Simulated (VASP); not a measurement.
Calculation: PBE GGA, VASP's PBE PAW potentials (set 64) (plane waves; VASP).

The input files of a VASP run:

INCAR:
```
SYSTEM = CaB6
PREC = Accurate
ENCUT = 560
EDIFF = 1E-09
NELM = 100
ALGO = Normal
LREAL = .FALSE.
LASPH = .TRUE.
ISMEAR = 0
SIGMA = 0.136
GGA = PE
LWAVE = .FALSE.
LCHARG = .FALSE.
ISIF = 3
IBRION = 2
NSW = 50
EDIFFG = -0.005
```

File POSCAR:
```
CaB6
1
    4.2021720000     0.0000000000     0.0000000000
    0.0000000000     4.2021720000     0.0000000000
    0.0000000000     0.0000000000     4.2021720000
Ca B
1 6
Direct
  0.0000000000   0.0000000000   0.0000000000
  0.2016800000   0.5000000000   0.5000000000
  0.7983200000   0.5000000000   0.5000000000
  0.5000000000   0.2016800000   0.5000000000
  0.5000000000   0.7983200000   0.5000000000
  0.5000000000   0.5000000000   0.2016800000
  0.5000000000   0.5000000000   0.7983200000
```

File KPOINTS:
```
Automatic mesh
0
Gamma
14 14 14
0 0 0
```

POTCAR, in this order: Ca_sv B (PBE.64 set). Program: vasp_std.

Energy and stress use the plane-wave basis of the starting cell.

**Question.** Predict the energy per atom (σ→0), volume per atom.

**Answer.** 
```
Item                            Value
---------------------  --------------
energy per atom (σ→0)  -6.431 eV/atom
volume per atom        10.20 Å^3/atom
```

**OSZICAR**
```
...
DAV:   7    -0.450205493462E+02    0.10042E-05   -0.33149E-06  7398   0.782E-03    0.157E-03
DAV:   8    -0.450205492468E+02    0.99345E-07   -0.90069E-08  5828   0.216E-03    0.676E-04
DAV:   9    -0.450205491364E+02    0.11048E-06   -0.15590E-08  7442   0.869E-04    0.171E-04
DAV:  10    -0.450205491707E+02   -0.34355E-07   -0.25205E-09  6000   0.279E-04    0.743E-05
DAV:  11    -0.450205491754E+02   -0.46934E-08   -0.14361E-10  3056   0.105E-04    0.412E-05
DAV:  12    -0.450205491827E+02   -0.73453E-08   -0.41213E-11  3020   0.552E-05    0.406E-06
DAV:  13    -0.450205491825E+02    0.25238E-09   -0.11478E-11  2896   0.267E-05
   5 F= -.45020549E+02 E0= -.45019879E+02  d E =-.600569E-02
```

The structure comes from a computed database's CaB6 entry; how it stands against other phases isn't given here. This run relaxes it. Symmetry was kept, so distortions that lower it aren't found. The run is one of a series of settings (EDIFF = 1E-09, EDIFFG = -0.005, ENCUT = 560, IBRION = 2, ISIF = 3, NSW = 50, KPOINTS 14×14×14 Γ-centred mesh against the base run), some of them coarse on purpose.
